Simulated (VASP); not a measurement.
A convergence study with VASP on PdIn (CsCl type): one setting is varied, all else stays as given below, so the limit is that of these other settings.

```
InPd
1.0
    3.25000     0.00000     0.00000
    0.00000     3.25000     0.00000
    0.00000     0.00000     3.25000
In Pd
1 1
Direct
  0.50000   0.50000   0.50000
  0.00000   0.00000   0.00000
```

Computed with PBE GGA, VASP's PBE PAW potentials (set 64) (plane waves; VASP). The tightest run used: 550 eV cut-off, 21×21×21 Γ-centred mesh, first-order Methfessel-Paxton smearing of 0.10 eV, potentials In_d Pd.

The reference is 21×21×21 mesh, which took about 4 core-minutes. Costs are core time on shared hosts, one run each; read them as rough ratios.

Task: Of the settings 1×1×1 mesh; 2×2×2 mesh; 3×3×3 mesh; 4×4×4 mesh; 5×5×5 mesh; 6×6×6 mesh; 7×7×7 mesh; 8×8×8 mesh; 9×9×9 mesh; 10×10×10 mesh; 11×11×11 mesh; 12×12×12 mesh; 13×13×13 mesh; 14×14×14 mesh; 15×15×15 mesh; 16×16×16 mesh; 17×17×17 mesh; 18×18×18 mesh; 19×19×19 mesh; 20×20×20 mesh; 21×21×21 mesh, which is the lowest that keeps the difference from the reference in the stress, largest component (GPa) within 0.5 from there on, and what does it cost?

Result: 6×6×6 mesh; its cost over the reference is about 1/10.
```csv
setting,"difference in the stress, largest component (GPa)",cost over the reference
1×1×1 mesh,6.71,about 1/30
2×2×2 mesh,3.88,about 1/30
3×3×3 mesh,0.77,about 1/20
4×4×4 mesh,0.18,about 1/20
5×5×5 mesh,0.79,about 1/20
6×6×6 mesh,0.26,about 1/10
7×7×7 mesh,0.24,about 1/10
8×8×8 mesh,0.05,about 1/8
9×9×9 mesh,0.01,about 1/9
10×10×10 mesh,0.22,about 1/5
11×11×11 mesh,0.08,about 1/6
12×12×12 mesh,0.04,about 1/3
13×13×13 mesh,0.05,about 1/3
14×14×14 mesh,0.07,about 1/3
15×15×15 mesh,0.00,about 1/3
16×16×16 mesh,0.00,within a factor of 2
17×17×17 mesh,0.01,within a factor of 2
18×18×18 mesh,0.01,within a factor of 2
19×19×19 mesh,0.04,within a factor of 2
20×20×20 mesh,0.07,within a factor of 2
21×21×21 mesh,0.00,reference
```

Left out are rungs that failed or repeat a setting and relaxations that didn't move; long series are thinned to 24 rows.

The compound is PdIn in the CsCl type structure. The cell was not relaxed at this level. The electron count is odd and the run is not spin-polarised, which forces a metal.
